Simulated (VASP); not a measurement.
Wanted: the native input for a VASP 6.6.1 run.

* Task: relaxation of cell and atoms
* Functional: LDA
* Potentials or basis: VASP PAW LDA potentials, release 64 (Ge_d, C, H)
* Cutoff: 600 eV
* k mesh: 7 × 7 × 3
* Occupations: gaussian, width 0.05 eV
* Spin: no spin polarisation
* Further INCAR settings: ALGO = Fast; EDIFF = 1e-06; IBRION = 2; EDIFFG = -0.02; NSW = 60; ISIF = 3

The structure of GeH3C lies in POSCAR:

```
GeH3C
1.0
    3.9695370000      0.0000000000      0.0000000000
   -1.9847680000      3.4377200000      0.0000000000
    0.0000000000      0.0000000000      8.7276030000
Ge C H
2 2 6
Direct
    0.3333330000      0.6666670000      0.5442060000
    0.6666670000      0.3333330000      0.4557940000
    0.3333330000      0.6666670000      0.7688320000
    0.6666670000      0.3333330000      0.2311680000
    0.0327990000      0.5164000000      0.8125350000
    0.4836000000      0.5164000000      0.8125350000
    0.4836000000      0.9672010000      0.8125350000
    0.9672010000      0.4836000000      0.1874650000
    0.5164000000      0.4836000000      0.1874650000
    0.5164000000      0.0327980000      0.1874650000
```

The cell comes from a database or a generator and needn't be the stable form of this composition.

One way to write it, as run:

INCAR

```
  PREC = Accurate
  ENCUT = 600
  EDIFF = 1E-6
  ISMEAR = 0
  SIGMA = 0.05
  LREAL = F
  LASPH = T
  NELM = 100
  ALGO = Fast
  ISIF = 3
  LWAVE = F
  LCHARG = F
  IBRION = 2
  NSW = 60
  EDIFFG = -0.02
```

KPOINTS

```
regular mesh
0
Gamma
  7 7 3
```

Potentials or basis: VASP PAW LDA potentials, release 64 (Ge_d, C, H).

Run with:

```bash
$ cat potpaw_LDA.64/Ge_d/POTCAR potpaw_LDA.64/C/POTCAR potpaw_LDA.64/H/POTCAR > POTCAR
$ mpirun -np 1 vasp_std > vasp.out
```

Results of the run:

The relaxed volume is 10.69 Å³/atom, the relaxed cell is a = 3.961 Å, b = 3.961 Å, c = 7.866 Å, α = 90.00°, β = 90.00°, γ = 120.00° and the space group after relaxing (to 0.05 Å) is P-3m1 (No. 164). The energy gained by relaxing is 7.9 meV/atom and the ionic steps are 46. The pressure after relaxing is -0.1 GPa. The largest force after relaxing is 0.015 eV/Å and the band gap on the k mesh is 0.87 eV, indirect (least direct gap 0.90 eV).

Caveat: an odd mesh through Γ misses points on the zone boundary, where band edges often lie.

It took 23 min on 1 thread of AMD EPYC 9R45 96-Core Processor (Zen 5) (shared host), peak memory 0.23 GiB.
